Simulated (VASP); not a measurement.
GaN (zinc blende): the mBJ gap over mesh and path against the volume, with the cell scaled uniformly; PBEsol's own equilibrium is at 11.355 Å³/atom. VASP (PAW), 520 eV cut-off, 11×11×11 Γ-centred mesh, Gaussian smearing of 0.050 eV, potentials Ga_d N. mBJ is a potential without an energy functional, so only the levels count. Fit the value as a straight line in ln V.

| V (Å³/atom) | mBJ gap over mesh and path (eV) |
|---|---|
| 10.333 | 3.451 |
| 10.674 | 3.270 |
| 11.015 | 3.091 |
| 11.355 | 2.912 |
| 11.696 | 2.735 |
| 12.037 | 2.561 |

Problem. Fit the rows as the text says and predict the value at 9.993.

Solution. The slope against ln V is -5.84 eV, the volume deformation potential of this gap. The line misses the rows by up to 0.007 and gives 3.653 at 9.993. The run gave 3.634, -0.019 from the line.

Left out are failed runs and those whose mesh is unfit for this quantity.

The compound is GaN in the zinc blende structure, a metastable form; wurtzite is the usual one.
